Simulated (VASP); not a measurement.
Data:

```
PbS
1.0
    0.00000     2.94302     2.94302
    2.94302     0.00000     2.94302
    2.94302     2.94302     0.00000
Pb S
1 1
Direct
  0.00000   0.00000   0.00000
  0.50000   0.50000   0.50000
```

All values below come from r2SCAN+rVV10, VASP's PBE PAW potentials (set 64) (plane waves; VASP). Numerical set-up: 520 eV cut-off, 8×8×8 Γ-centred mesh, Gaussian smearing of 0.050 eV, potentials Pb_d S.

Unless said otherwise, spin-orbit coupling is left out, though it shifts the bands of the heavy elements here.

**Question.** What does the run give for the energy per atom (σ→0), pressure, band gap (on the k-mesh) with the smallest direct gap where there is one?

**Answer.** 
```yaml
band gap (on the k-mesh): 0.48 eV
smallest direct gap (on the k-mesh): 0.48 eV
energy per atom (σ→0): -32.548 eV/atom
pressure: 1.94 GPa
```

The compound is PbS in the rock salt structure. This cell is one point of a volume scan, at 0.97 of the reference volume.
